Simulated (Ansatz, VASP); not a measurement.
# GaN in two plane-wave programs, part 2 of 3

Aim: how closely do two programs agree when they are given the same cell, functional and k mesh? The cell is taken from a series of runs on this material, whose earlier steps may have relaxed, scaled, displaced or heated it; both programs get it as it stands.

VASP 6.6.1 and Ansatz 0.2.0.

So far: The starting structure; VASP: zone-centre phonons, LDA.

**2. VASP: zone-centre phonons, LDA (continued)**

Level of this step: LDA; plane waves and PAW (N, Ga_d) (VASP).

Parts of OUTCAR (step 2):

```text
ion  position               nearest neighbor table
   1  0.333  0.667  0.376-   4 1.94   4 1.94   4 1.94   3 1.95
   2  0.667  0.333  0.876-   3 1.94   3 1.94   3 1.94   4 1.95
   3  0.333  0.667  0.999-   2 1.94   2 1.94   2 1.94   1 1.95
   4  0.667  0.333  0.499-   1 1.94   1 1.94   1 1.94   2 1.95

  LATTYP: Found a hexagonal cell.
 ALAT       =     3.1726015200
 C/A-ratio  =     1.6302311549

 Subroutine GETGRP returns: Found 12 space group operations
 (whereof  6 operations were pure point group operations)

The static configuration has the point symmetry C_3v.
 The point group associated with its full space group is C_6v.

 Found    135 irreducible k-points:

   k-points           NKPTS =    135   k-points in BZ     NKDIM =    135   number of bands    NBANDS=     24

   dimension x,y,z NGX =    28 NGY =   28 NGZ =   42
   dimension x,y,z NGXF=    56 NGYF=   56 NGZF=   84

   ENCUT  =  600.0 eV  44.10 Ry    6.64 a.u.   6.34  6.34 10.33*2*pi/ulx,y,z

   NELECT =      36.0000    total number of electrons

 k-points in reciprocal lattice and weights: Automatic mesh
   0.00000000  0.00000000  0.00000000       0.001
   0.06666667 -0.00000000  0.00000000       0.003
   0.13333333  0.00000000  0.00000000       0.003
   0.20000000  0.00000000  0.00000000       0.003
   0.26666667  0.00000000  0.00000000       0.003
   0.33333333  0.00000000  0.00000000       0.003
   0.40000000  0.00000000  0.00000000       0.003
   0.46666667  0.00000000  0.00000000       0.003
   0.06666667  0.06666667  0.00000000       0.003
[...]
-1.586300760  2.747553512  0.000000000     0.000000000  0.363960154  0.000000000
     0.000000000  0.000000000  5.172073840     0.000000000  0.000000000  0.193346041

 POSITION                                       TOTAL-FORCE (eV/Angst)
 -----------------------------------------------------------------------------------
      0.00000      1.83170      1.94336         0.000000      0.000000     -0.000948
      1.58630      0.91585      4.52939         0.000000      0.000000     -0.000948
      0.00000      1.83170      5.16824         0.000000      0.000000      0.000948
      1.58630      0.91585      2.58221        -0.000000     -0.000000      0.000948
 -----------------------------------------------------------------------------------
    total drift:                               -0.000000     -0.000001      0.000072

 MACROSCOPIC STATIC DIELECTRIC TENSOR (including local field effects in DFT)
 ------------------------------------------------------
           5.656564    -0.000000    -0.000000
           0.000000     5.656564     0.000000
           0.000000     0.000000     5.833982
 ------------------------------------------------------

 PIEZOELECTRIC TENSOR (including local field effects)  for field in x, y, z        (C/m^2)
          XX          YY          ZZ          XY          YZ          ZX
  --------------------------------------------------------------------------------
  x     0.00000     0.00000     0.00000     0.00000     0.00000     0.55490
  y     0.00000     0.00000     0.00000     0.00000     0.55490     0.00000
  z     0.50307     0.50307    -1.02185     0.00000     0.00000     0.00000

 BORN EFFECTIVE CHARGES (including local field effects) (in |e|, cummulative output)
 ---------------------------------------------------------------------------------
 ion    1
    1    -2.58754     0.00000     0.00000
    2    -0.00000    -2.58754     0.00000
    3     0.00000     0.00000    -2.72480
 ion    2
    1    -2.58754     0.00000     0.00000
    2     0.00000    -2.58754     0.00000
    3     0.00000     0.00000    -2.72480
 ion    3
    1     2.58754     0.00000    -0.00000
    2     0.00000     2.58754     0.00000
    3     0.00000     0.00000     2.72480
 ion    4
    1     2.58754     0.00000    -0.00000
    2     0.00000     2.58754     0.00000
    3     0.00000     0.00000     2.72480

 Eigenvectors and eigenvalues of the dynamical matrix
 ----------------------------------------------------

   1 f  =   20.507178 THz   128.850397 2PiTHz  684.045816 cm-1    84.810834 meV
             X         Y         Z           dx          dy          dz
      0.000000  1.831702  1.943358     0.000000   -0.000000    0.706480
      1.586301  0.915851  4.529395    -0.000000   -0.000000   -0.706480
      0.000000  1.831702  5.168244    -0.000000    0.000000   -0.029772
      1.586301  0.915851  2.582207    -0.000000    0.000000    0.029772

   2 f  =   16.688153 THz   104.854757 2PiTHz  556.656864 cm-1    69.016624 meV
             X         Y         Z           dx          dy          dz
      0.000000  1.831702  1.943358    -0.664345    0.000018    0.000000
      1.586301  0.915851  4.529395     0.664345   -0.000018    0.000000
      0.000000  1.831702  5.168244    -0.242170    0.000006   -0.000000
      1.586301  0.915851  2.582207     0.242170   -0.000006    0.000000

   3 f  =   16.688153 THz   104.854757 2PiTHz  556.656864 cm-1    69.016624 meV
             X         Y         Z           dx          dy          dz
      0.000000  1.831702  1.943358     0.000018    0.664345   -0.000000
      1.586301  0.915851  4.529395    -0.000018   -0.664345   -0.000000
      0.000000  1.831702  5.168244     0.000006    0.242170    0.000000
      1.586301  0.915851  2.582207    -0.000006   -0.242170    0.000000

   4 f  =   16.457342 THz   103.404530 2PiTHz  548.957845 cm-1    68.062068 meV
             X         Y         Z           dx          dy          dz
      0.000000  1.831702  1.943358    -0.645237    0.000011    0.000000
      1.586301  0.915851  4.529395    -0.645237    0.000011    0.000000
      0.000000  1.831702  5.168244     0.289257   -0.000005   -0.000000
      1.586301  0.915851  2.582207     0.289257   -0.000005   -0.000000

   5 f  =   16.457342 THz   103.404530 2PiTHz  548.957845 cm-1    68.062068 meV
             X         Y         Z           dx          dy          dz
      0.000000  1.831702  1.943358     0.000011    0.645237   -0.000000
      1.586301  0.915851  4.529395     0.000011    0.645237   -0.000000
      0.000000  1.831702  5.168244    -0.000005   -0.289257    0.000000
      1.586301  0.915851  2.582207    -0.000005   -0.289257    0.000000

   6 f  =   15.768937 THz    99.079155 2PiTHz  525.995127 cm-1    65.215055 meV
             X         Y         Z           dx          dy          dz
      0.000000  1.831702  1.943358     0.000000    0.000000    0.645337
      1.586301  0.915851  4.529395     0.000000    0.000000    0.645337
      0.000000  1.831702  5.168244    -0.000000   -0.000000   -0.289033
      1.586301  0.915851  2.582207     0.000000   -0.000000   -0.289033

   7 f  =    9.939027 THz    62.448747 2PiTHz  331.530247 cm-1    41.104493 meV
             X         Y         Z           dx          dy          dz
      0.000000  1.831702  1.943358     0.000000    0.000000   -0.029772
      1.586301  0.915851  4.529395     0.000000   -0.000000    0.029772
      0.000000  1.831702  5.168244    -0.000000   -0.000000   -0.706480
      1.586301  0.915851  2.582207     0.000000    0.000000    0.706480

   8 f  =    4.213462 THz    26.473963 2PiTHz  140.545964 cm-1    17.425471 meV
             X         Y         Z           dx          dy          dz
      0.000000  1.831702  1.943358    -0.242169    0.000470    0.000000
      1.586301  0.915851  4.529395     0.242169   -0.000470   -0.000000
      0.000000  1.831702  5.168244     0.664343   -0.001288    0.000000
      1.586301  0.915851  2.582207    -0.664343    0.001288    0.000000

   9 f  =    4.213462 THz    26.473963 2PiTHz  140.545964 cm-1    17.425471 meV
             X         Y         Z           dx          dy          dz
      0.000000  1.831702  1.943358     0.000470    0.242169   -0.000000
      1.586301  0.915851  4.529395    -0.000470   -0.242169    0.000000
      0.000000  1.831702  5.168244    -0.001288   -0.664343    0.000000
      1.586301  0.915851  2.582207     0.001288    0.664343   -0.000000

  10 f/i=    0.002451 THz     0.015402 2PiTHz    0.081764 cm-1     0.010137 meV
             X         Y         Z           dx          dy          dz
      0.000000  1.831702  1.943358    -0.267218   -0.110744    0.000000
      1.586301  0.915851  4.529395    -0.267218   -0.110744    0.000000
      0.000000  1.831702  5.168244    -0.596075   -0.247032    0.000000
      1.586301  0.915851  2.582207    -0.596075   -0.247032    0.000000

  11 f/i=    0.002451 THz     0.015402 2PiTHz    0.081764 cm-1     0.010137 meV
             X         Y         Z           dx          dy          dz
      0.000000  1.831702  1.943358     0.110744   -0.267218    0.000000
      1.586301  0.915851  4.529395     0.110744   -0.267218    0.000000
      0.000000  1.831702  5.168244     0.247032   -0.596075    0.000000
      1.586301  0.915851  2.582207     0.247032   -0.596075    0.000000

  12 f/i=    0.003117 THz     0.019585 2PiTHz    0.103975 cm-1     0.012891 meV
             X         Y         Z           dx          dy          dz
      0.000000  1.831702  1.943358    -0.000000   -0.000000   -0.289033
      1.586301  0.915851  4.529395    -0.000000   -0.000000   -0.289033
      0.000000  1.831702  5.168244    -0.000000   -0.000000   -0.645337
      1.586301  0.915851  2.582207    -0.000000   -0.000000   -0.645337

 MACROSCOPIC STATIC DIELECTRIC TENSOR IONIC CONTRIBUTION
 ------------------------------------------------------
           4.158395     0.000000     0.000000
           0.000000     4.158395     0.000000
           0.000000     0.000000     5.025767
 ------------------------------------------------------

 ELASTIC MODULI CONTR FROM IONIC RELAXATION (kBar)
 Direction    XX          YY          ZZ          XY          YZ          ZX
 --------------------------------------------------------------------------------
 XX        -588.4239    267.4977    300.5925     -0.0000      0.0000     -0.0000
 YY         267.4977   -588.4239    300.5925      0.0000     -0.0000      0.0000
 ZZ         300.5925    300.5925   -563.0944     -0.0000      0.0000      0.0000
 XY          -0.0000      0.0000     -0.0000   -427.9608      0.0000      0.0000
 YZ           0.0000      0.0000      0.0000      0.0000   -138.4958     -0.0000
 ZX          -0.0000      0.0000      0.0000      0.0000     -0.0000   -150.5987
 --------------------------------------------------------------------------------

 PIEZOELECTRIC TENSOR IONIC CONTR  for field in x, y, z        (C/m^2)
          XX          YY          ZZ          XY          YZ          ZX
  --------------------------------------------------------------------------------
  x    -0.00000     0.00000     0.00000     0.00000    -0.00000    -0.74464
  y     0.00000    -0.00000     0.00000     0.00000    -0.71409    -0.00000
  z    -0.84501    -0.84501     1.58294     0.00000    -0.00000    -0.00000
```

Energies printed during the response cycles are not total energies of the cell. The dielectric response converges more slowly with the mesh than energies do, so tensor and charges may still move on a finer one.

(Continued in part 3 of 3.)

[Lines on the potential files, build, host, timing and source positions are cut from VASP's logs without a mark.]

[Logs are printed without paths, hosts, clocks, repeated set-up lines and the standing remarks that a program may print on its own settings, such as how far it seeks lower states.]

[Hosts, paths, dates, database ids (printed as entryN), source tags and the programs' standing remarks are cut or masked in the printed files.]
